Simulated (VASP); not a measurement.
# GeCN2 (R-3m) in VASP: notebook

Runs on GeCN2. Level: PBEsol. Tasks: single point.

All numbers are computed with VASP 6.6.1; they aren't measurements. Logs are shortened: lines on timing, memory, paths and dates and some standing lists are left out, and cuts for length are marked.

## Step 1: The cell of the first run

The structure is trigonal, space group R-3m (No. 166). Conventional cell: a = 3.767 Å, b = 3.767 Å, c = 14.766 Å, α = 90.00°, β = 90.00°, γ = 120.00°. Around Ge (site symmetry -3m) lie 6 N at 2.49 Å. C (site symmetry -3m) is surrounded by 2 N at 1.24 Å. N (site symmetry 3m) is surrounded by 1 C at 1.24 Å.

The cell comes from a database or a generator and needn't be the stable form of this composition.

## Step 2: Single point, PBEsol (strain +0.050 along x and y, +0.000 along z, atoms carried along)

File INCAR:

```
PREC = Accurate
ENCUT = 520
EDIFF = 1E-6
ISMEAR = 0
SIGMA = 0.05
LREAL = False
LASPH = True
NELM = 100
ALGO = Fast
ISIF = 2
LWAVE = False
LCHARG = False
GGA = PS
NBANDS = 22
```

File KPOINTS:

```
Automatic mesh
0
Gamma
  9 9 9
```

File POSCAR:

```
GeCN2
1.0
    1.8834798882      1.0874276204      4.9219572124
   -1.8834798882      1.0874276204      4.9219572124
    0.0000000000     -2.1748552409      4.9219572124
Ge C N
1 1 2
Direct
    0.0000000000      0.0000000000      0.0000000000
    0.5000000000      0.5000000000      0.5000000000
    0.4160956000      0.4160956000      0.4160956000
    0.5839044000      0.5839044000      0.5839044000
```

Potentials or basis: VASP PAW PBE potentials, release 64 (Ge_d, C, N).

Launch:

```
cat potpaw_PBE.64/Ge_d/POTCAR potpaw_PBE.64/C/POTCAR potpaw_PBE.64/N/POTCAR > POTCAR
mpirun -np 1 vasp_std > vasp.out
```

OUTCAR:

```text
PREC = Accurate
   ENCUT = 520
   EDIFF = 1E-6
   ISMEAR = 0
   LREAL = False
   LASPH = True
   NELM = 100
   ISIF = 2
   GGA = PS

 ion  position               nearest neighbor table
   1  0.000  0.000  0.000-
   2  0.500  0.500  0.500-   3 1.24   4 1.24
   3  0.416  0.416  0.416-   2 1.24
   4  0.584  0.584  0.584-   2 1.24

  LATTYP: Found a trigonal (rhomboedric) cell.
 ALAT       =     5.3810461919
 COS(alpha) =     0.7549704120

  Lattice vectors:

 A1 = (   1.8834798882,   1.0874276204,   4.9219572124)
 A2 = (  -1.8834798882,   1.0874276204,   4.9219572124)
 A3 = (   0.0000000000,  -2.1748552409,   4.9219572124)

Analysis of symmetry for initial positions (statically):
=====================================================================
 Subroutine PRICEL returns:
 Original cell was already a primitive cell.

 Routine SETGRP: Setting up the symmetry group for a
 trigonal (rhombohedral) supercell.

 Subroutine GETGRP returns: Found 12 space group operations
 (whereof 12 operations were pure point group operations)
 out of a pool of 12 trial point group operations.

The static configuration has the point symmetry D_3d.

Analysis of symmetry for dynamics (positions and initial velocities):
=====================================================================
 Subroutine PRICEL returns:
 Original cell was already a primitive cell.

 Routine SETGRP: Setting up the symmetry group for a
 trigonal (rhombohedral) supercell.

 Subroutine GETGRP returns: Found 12 space group operations
 (whereof 12 operations were pure point group operations)
 out of a pool of 12 trial point group operations.

The dynamic configuration has the point symmetry D_3d.

 Subroutine INISYM returns: Found 12 space group operations
 (whereof 12 operations are pure point group operations),
 and found     1 'primitive' translations

----------------------------------------------------------------------------------------

                                     Primitive cell

  volume of cell :      60.4854

  direct lattice vectors                    reciprocal lattice vectors
[... 86 lines left out ...]
   LNONCOLLINEAR =      F non collinear calculations
   LSORBIT =      F    spin-orbit coupling
   LASPH  =      T    aspherical Exc in radial PAW
   ENCUT  =  520.0 eV  38.22 Ry    6.18 a.u.  10.01 10.01 10.01*2*pi/ulx,y,z
   NELM   =    100;   NELMIN=  2; NELMDL= -5     # of ELM steps
   EDIFF  = 0.1E-05   stopping-criterion for ELM
   LREAL  =      F    real-space projection
   EDIFFG = 0.1E-04   stopping-criterion for IOM
   NSW    =      0    number of steps for IOM
   IBRION =     -1    ionic relax: 0-MD 1-quasi-New 2-CG
   NFREE  =      0    steps in history (QN), initial steepest desc. (CG)
   ISIF   =      2    stress and relaxation
   ISYM   =      2    0-nonsym 1-usesym 2-fastsym
   POTIM  = 0.5000    time-step for ionic-motion
   TEBEG  =    0.0;   TEEND  =   0.0 temperature during run
   PSTRESS=    0.0 pullay stress
   NELECT =      28.0000    total number of electrons
   NUPDOWN=      -1.0000    fix difference up-down
   EMIN   =  10.00;   EMAX   =-10.00  energy-range for DOS
   EFERMI =   0.00;   METHOD = LEGACY
   ISMEAR =     0;   SIGMA  =   0.05  broadening in eV -4-tet -1-fermi 0-gaus
   EFERMI_NEDOS =   21; number of points for ismear=-14 and -15
   IALGO  =     68    algorithm
   IMIX   =      4    mixing-type and parameters
     AMIX     =   0.40;   BMIX     =  1.00
     AMIX_MAG =   1.60;   BMIX_MAG =  1.00
  volume/ion in A,a.u.               =      15.12       102.04
  Fermi-wavevector in a.u.,A,eV,Ry     =   1.266419  2.393185 21.821251  1.603817
  Thomas-Fermi vector in A             =   2.399621
   LORBIT       =      0    0 simple, 1 ext, 2 COOP (PROOUT), +10 PAW based schemes
   GGA     = PS    functional components
   LHFCALC =     F    Hartree Fock is set to
   AEXX    =    0.0000 exact exchange contribution
   IVDW    =     0    specifies the selected vdW correction
   LEPSILON=     F    determine dielectric tensor
   LRPA    =     F    only Hartree local field effects (RPA)
 non-spin polarized calculation
 RMM-DIIS sequential band-by-band and
 Gauss-broadening in eV      SIGMA  =   0.05
  energy-cutoff  :      520.00
  volume of cell :       60.49
 maximum number of plane-waves:      1645
   NGX = 19   NGY = 19   NGZ = 19

 number of electron      28.0000004 magnetization

 Free energy of the ion-electron system (eV)
  ---------------------------------------------------
  ext. energy  EPLUGINS =         0.00000000
  ---------------------------------------------------
  free energy    TOTEN  =       -30.39683002 eV

  energy without entropy =      -30.39683002  energy(sigma->0) =      -30.39683002

 E-fermi :   2.6249     XC(G=0):  -9.4140

 val. band max:        2.3682135402   @ k =  -0.4444  -0.4444   0.2222
 cond. band min:       3.3261778586   @ k =   0.4444   0.4444   0.4444
 fundamental gap:      0.9579643184
 Fermi energy:         2.6248707537

 k-point     1 :       0.0000    0.0000    0.0000
  band No.  band energies     occupation
      1     -22.2682      2.00000
      2     -22.2569      2.00000
      3     -22.2569      2.00000
      4     -22.2535      2.00000
      5     -22.2535      2.00000
      6     -16.2573      2.00000
[... 589 lines left out ...]
     21      11.6331      0.00000
     22      14.1522      0.00000

 [... further k-points ...]

------------------------ aborting loop because EDIFF is reached ----------------------------------------

  FORCE on cell =-STRESS in cart. coord.  units (eV):
  Direction    XX          YY          ZZ          XY          YZ          ZX
  --------------------------------------------------------------------------------------
  -------------------------------------------------------------------------------------
  Total       -2.9776837     -2.9776837     -1.7082960      0.0000000      0.0000000      0.0000000
  in kB      -78.8748795    -78.8748795    -45.2504897      0.0000000      0.0000000      0.0000000
  external PRESSURE =     -67.6667496 kB  Pullay stress =       0.0000000 kB

 VOLUME and BASIS-vectors are now :
 -----------------------------------------------------------------------------
  energy-cutoff  :      520.00
  volume of cell :       60.49
      direct lattice vectors                 reciprocal lattice vectors
     1.883479888  1.087427620  4.921957212     0.265466068  0.153266906  0.067723737
    -1.883479888  1.087427620  4.921957212    -0.265466068  0.153266906  0.067723737
     0.000000000 -2.174855241  4.921957212     0.000000000 -0.306533812  0.067723737

 POSITION                                       TOTAL-FORCE (eV/Angst)
 -----------------------------------------------------------------------------------
      0.00000      0.00000      0.00000         0.000000     -0.000000     -0.000000
      0.00000     -0.00000      7.38294         0.000000     -0.000000     -0.000000
      0.00000     -0.00000      6.14401         0.000000      0.000000     -0.411835
      0.00000     -0.00000      8.62186         0.000000     -0.000000      0.411835
 -----------------------------------------------------------------------------------
    total drift:                               -0.000000      0.000000     -0.000000

  FREE ENERGIE OF THE ION-ELECTRON SYSTEM (eV)
  ---------------------------------------------------
  free  energy   TOTEN  =       -30.3968300186 eV

  energy  without entropy=      -30.3968300186  energy(sigma->0) =      -30.39683002
```

stdout:

```text
POSCAR found type information on POSCAR GeC N
 POSCAR found :  3 types and       4 ions
 scaLAPACK will be used
 -----------------------------------------------------------------------------
|                                                                             |
|                                                                             |
|     You enforced a specific xc type in the INCAR file but a different       |
|     I HOPE YOU KNOW WHAT YOU ARE DOING!                                     |
|                                                                             |
 -----------------------------------------------------------------------------

 LDA part: xc-table for (Slater+PW92), standard interpolation
 POSCAR, INCAR and KPOINTS ok, starting setup
 FFT: planning ... GRIDC
 FFT: planning ... GRID_SOFT
 FFT: planning ... GRID
 WAVECAR not read
 entering main loop
```

Run time: 1.7 min. Hardware: 1 thread of Intel Xeon 6975P-C (Granite Rapids), shared host; peak memory 0.31 GiB.

What came out:

```yaml
Free_energy: -30.3968 eV
Pressure: -6.8 GPa
Largest_force: 0.412 eV/Å
Band_gap_on_the_k_mesh: 0.96 eV, indirect (least direct gap 1.90 eV)
```

Forces in eV/Å, atoms in the order of the input:
```
Ge   0.000  0.000  0.000
C    0.000  0.000  0.000
N    0.000  0.000 -0.412
N    0.000  0.000  0.412
```

Stress tensor (GPa, compression positive):
```
-7.89  0.00  0.00
 0.00 -7.89  0.00
 0.00  0.00 -4.53
```

Levels at points of the mesh, in eV from the valence-band top:
```csv
k point,band 10,band 11,band 12,band 13,band 14,band 15,band 16,band 17,band 18,band 19
"(0.00, 0.00, 0.00)",-4.86,-4.72,-2.47,-1.48,-1.48,2.32,3.13,3.13,5.05,7.34
```

Caveat: the standard files for N, O and F lose accuracy on very short bonds; the PAW data sets were made with another functional, which shifts forces and pressure a little; an odd mesh through Γ misses points on the zone boundary, where band edges often lie.

[end of part 1 of 2]
